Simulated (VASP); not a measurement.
```xyz
2
Lattice="0.0000 2.1165 2.1165 2.1165 0.0000 2.1165 2.1165 2.1165 0.0000" Properties=species:S:1:pos:R:3 pbc="T T T"
Ti     0.0000     0.0000     0.0000
N      2.1165     2.1165     2.1165
```

Method: MS2 meta-GGA, VASP's PBE PAW potentials (set 64) (plane waves; VASP). Settings: 520 eV cut-off, 17×17×17 Γ-centred mesh, tetrahedra with Blöchl corrections, potentials Ti_sv N.

Give the energies of bands 6 to 11 at the high-symmetry points, in eV from the Fermi level.

| band | Γ | X | U | L | W |
|---|---|---|---|---|---|
| 6 | -2.33 | -6.28 | -6.19 | -8.52 | -5.87 |
| 7 | -2.33 | -3.57 | -6.14 | -5.79 | -5.87 |
| 8 | -2.33 | -3.57 | -4.78 | -5.79 | -5.71 |
| 9 | -0.61 | -3.19 | -0.52 | 1.78 | 0.94 |
| 10 | -0.61 | 1.84 | 2.08 | 1.78 | 0.94 |
| 11 | -0.61 | 2.50 | 2.41 | 2.45 | 2.51 |

It has no gap at this level: it comes out as a metal or semimetal.

The compound is TiN in the rock salt structure. It was relaxed first. The electron count is odd and the run is not spin-polarised, which forces a metal.
